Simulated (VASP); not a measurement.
Output of a VASP run:

OSZICAR:
```
       N       E                     dE             d eps       ncg     rms          rms(c)
DAV:   1    -0.393818999684E+02   -0.39382E+02   -0.17422E-06   668   0.819E-03    0.136E-03
DAV:   2    -0.393818996565E+02    0.31189E-06   -0.11430E-06   566   0.722E-03    0.483E-04
DAV:   3    -0.393818996818E+02   -0.25307E-07   -0.31129E-07   396   0.298E-03    0.666E-04
DAV:   4    -0.393818996896E+02   -0.77371E-08   -0.76968E-08   381   0.146E-03
   1 F= -.39381900E+02 E0= -.39380516E+02  d E =-.415027E-02
```

### OUTCAR
```
------------------------ aborting loop because EDIFF is reached ----------------------------------------
  FORCE on cell =-STRESS in cart. coord.  units (eV):
  Direction    XX          YY          ZZ          XY          YZ          ZX
  --------------------------------------------------------------------------------------
  Total       -3.4669226     -0.4525187     -0.4099909      0.0000000      0.0000000      0.0000000
  in kB      -14.2655468     -1.8620048     -1.6870130      0.0000000      0.0000000      0.0000000
  external PRESSURE =      -5.9381882 kB  Pullay stress =       0.0000000 kB
  volume of cell :      389.37
      direct lattice vectors                 reciprocal lattice vectors
     3.866841209  0.000000000  0.000000000     0.258609016  0.000000000  0.000000000
     0.000000000  3.866841209  0.000000000     0.000000000  0.258609016  0.000000000
     0.000000000  0.000000000 26.040758654     0.000000000  0.000000000  0.038401339
 POSITION                                       TOTAL-FORCE (eV/Angst)
 -----------------------------------------------------------------------------------
      0.96671      1.93342      8.24156        -0.000000     -0.000000      0.024243
      0.96671      0.00000      9.60017         0.000000     -0.000000      0.021576
      2.90013      0.00000     10.97309        -0.000000     -0.000000     -0.000642
      2.90013      1.93342     12.33248        -0.000000     -0.000000      0.008159
      0.96671      1.93342     13.70828        -0.000000      0.000000     -0.008159
      0.96671      0.00000     15.06767        -0.000000     -0.000000      0.000642
      2.90013      0.00000     16.44059        -0.000000     -0.000000     -0.021576
      2.90013      1.93342     17.79920        -0.000000     -0.000000     -0.024243
 -----------------------------------------------------------------------------------
    total drift:                                0.000000      0.000000     -0.000000
  FREE ENERGIE OF THE ION-ELECTRON SYSTEM (eV)
  ---------------------------------------------------
  free  energy   TOTEN  =       -39.3818996896 eV

  energy  without entropy=      -39.3777494159  energy(sigma->0) =      -39.38051626

 total charge

# of ion       s       p       d       tot
------------------------------------------
    1        0.861   0.719   0.000   1.580
    2        0.761   0.916   0.000   1.677
    3        0.761   0.902   0.000   1.663
    4        0.759   0.915   0.000   1.674
    5        0.759   0.915   0.000   1.674
    6        0.761   0.902   0.000   1.663
    7        0.761   0.916   0.000   1.677
    8        0.861   0.719   0.000   1.580
--------------------------------------------------
tot          6.283   6.903   0.000  13.186
```
(Selected blocks of OUTCAR.)

POSCAR:
```
Si(100) slab
1
    3.8668412087     0.0000000000     0.0000000000
    0.0000000000     3.8668412087     0.0000000000
    0.0000000000     0.0000000000    26.0407586545
Si
8
Direct
  0.2500000000   0.5000000000   0.3164867971
  0.2500000000   1.0000000000   0.3686594217
  0.7500000000   1.0000000000   0.4213811656
  0.7500000000   0.5000000000   0.4735837643
  0.2500000000   0.5000000000   0.5264162357
  0.2500000000   0.0000000000   0.5786188344
  0.7500000000   0.0000000000   0.6313405783
  0.7500000000   0.5000000000   0.6835132029
```

### Question
Reconstruct the remaining input files.

### Answer
This is not unique; one that fits is the input of the run itself, PBE GGA, plane waves, VASP's PBE PAW potentials (set 64).

**KPOINTS**
```
K-points
0
G
7 7 1
```

**INCAR**
```
SYSTEM=Si(100) slab
PREC=Normal; ENCUT=400; LREAL=F
LASPH=T
EDIFF=1E-6; NELM=100; NELMIN=4
ALGO=Normal
ISMEAR=1; SIGMA=0.1
GGA=PE
LWAVE=F; LCHARG=F; LORBIT=11
LVHAR=T
DIPOL=0.5 0.5 0.5
LDIPOL=T; IDIPOL=3
```

POTCAR, in this order: Si (PBE.64 set). Program: vasp_std. Read from the step before: WAVECAR.

The cell is a thin slab with vacuum, built from Si (diamond): (100) face.
